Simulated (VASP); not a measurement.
Cost and result of VASP (PAW) for the bulk modulus of RuAl (CsCl type). Static lattice, third-order Birch-Murnaghan fit over five volumes. The cost counts the five points of the equation of state, each on the mesh and cut-off of its row, so the ratios hold those differences too. With PBE it took about 50 core-seconds. The timings are rough (shared machines, no repeats); factors under 2 mean little.

```
level     k-mesh  cut-off (eV)  bulk modulus (GPa)         cost over PBE
------  --------  ------------  ------------------  --------------------
LDA     12×12×12           520                 232  within a factor of 2
PBEsol  12×12×12           520                 220  within a factor of 2
PBE     12×12×12           520                 204             reference
r2SCAN  12×12×12           520                 223         about 3 times
SCAN    12×12×12           520                   ?                     ?
```

Some entries are withheld; supply them.

- SCAN, bulk modulus (GPa): 236
- SCAN, cost over PBE: about 6 times

Left out are levels that failed, ran on another kind of processor or have no fit band path; at most nine are shown.

The compound is RuAl in the CsCl type structure.
